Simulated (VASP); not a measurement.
Data:

```
Ta
1.0
   -1.65973     1.65973     1.65973
    1.65973    -1.65973     1.65973
    1.65973     1.65973    -1.65973
Ta
1
Direct
  0.00000   0.00000   0.00000
```

Level of theory: PBE GGA, VASP's PBE PAW potentials (set 64) (plane waves; VASP 6.6.1). Numerical set-up: 400 eV cut-off, Gaussian smearing of 0.050 eV, potentials Ta_pv.

Unless said otherwise, spin-orbit coupling is left out, though it shifts the bands of the heavy elements here.

Question: What does the run give for the band gap (along the path) with the smallest direct gap where there is one?

Answer: 
```yaml
band gap (along the path): none (metal, semimetal or under 0.01 eV)
```

Only differences to runs with the same potentials and settings are physical.

The compound is Ta in the bcc structure. It was relaxed first.
